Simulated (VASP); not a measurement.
Level of theory: PBE GGA, VASP's PBE PAW potentials (set 64) (plane waves; VASP 6.6.1).

VASP ran on this input.

### KPOINTS
```
kpoints
0
G
  8 8 8
0 0 0
```

INCAR:
```
ALGO = Normal
EDIFF = 1E-6
ENCUT = 300
GGA = PE
ISIF = 2
ISMEAR = -1
LASPH = .TRUE.
LCHARG = .FALSE.
LMAXMIX = 4
LREAL = .FALSE.
LWAVE = .FALSE.
NELM = 100
PREC = Accurate
SIGMA = 0.1
SYSTEM = ZrH2
```

**POSCAR**
```
ZrH2
1
    1.5069160000     0.8700180000     5.8345520000
   -1.5069160000     0.8700180000     5.8345520000
    0.0000000000    -1.7400360000     5.8345520000
Zr H
1 2
Direct
  0.0000000000   0.0000000000   0.0000000000
  0.7523000000   0.7523000000   0.7523000000
  0.5810000000   0.5810000000   0.5810000000
```

POTCAR, in this order: Zr_sv H (PBE.64 set). Program: vasp_std.

What will the output report for the number of irreducible k-points (NKPTS), largest plane-wave count, number of space-group operations, FFT grid (NGX, NGY, NGZ)?

```yaml
number of irreducible k-points (NKPTS): 65
largest_plane_wave_count: 563
number_of_space_group_operations: 6
FFT grid (NGX, NGY, NGZ): 36 × 36 × 36
```

The structure was generated: ZrH2 was put into an ordered model structure, which need not be its known phase. The cell was not relaxed at this level, and its volume differs by -5.9 % from the start's. The k-mesh is coarse (spacing up to 0.30 per Å, 2π included), so the numbers may not be converged in it.
